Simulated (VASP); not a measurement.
Here is the system:

```yaml
crystal:
  lattice:
    - [1.41227, 0.81537, 5.93939]
    - [-1.41227, 0.81537, 5.93939]
    - [0.00000, -1.63075, 5.93939]
  atoms:
    - { symbol: Co, position: [0.50000, 0.50000, 0.50000] }
    - { symbol: Pt, position: [0.00000, 0.00000, 0.00000] }
    - { symbol: O, position: [0.88776, 0.88776, 0.88776] }
    - { symbol: O, position: [0.11224, 0.11224, 0.11224] }
```

Computed with PBE GGA, VASP's PBE PAW potentials (set 64) (plane waves; VASP). Numerical set-up: 400 eV cut-off, 13×13×13 Γ-centred mesh, first-order Methfessel-Paxton smearing of 0.20 eV, potentials Co Pt O.

Unless said otherwise, spin-orbit coupling is left out, though it shifts the bands of the heavy elements here.

**Question.** Predict the energy per atom (σ→0), largest force, band gap (on the k-mesh) with the smallest direct gap where there is one.

**Answer.** 
The band gap (on the k-mesh) is none (metal, semimetal or under 0.01 eV) and the energy per atom (σ→0) comes out as -6.616 eV/atom. The largest force is 0.101 eV/Å.

The structure comes from a computed database's CoPtO2 entry; how it stands against other phases isn't given here. The cell was not relaxed at this level. The run is not spin-polarised, so no magnetic state was tried. The electron count is odd and the run is not spin-polarised, which forces a metal.
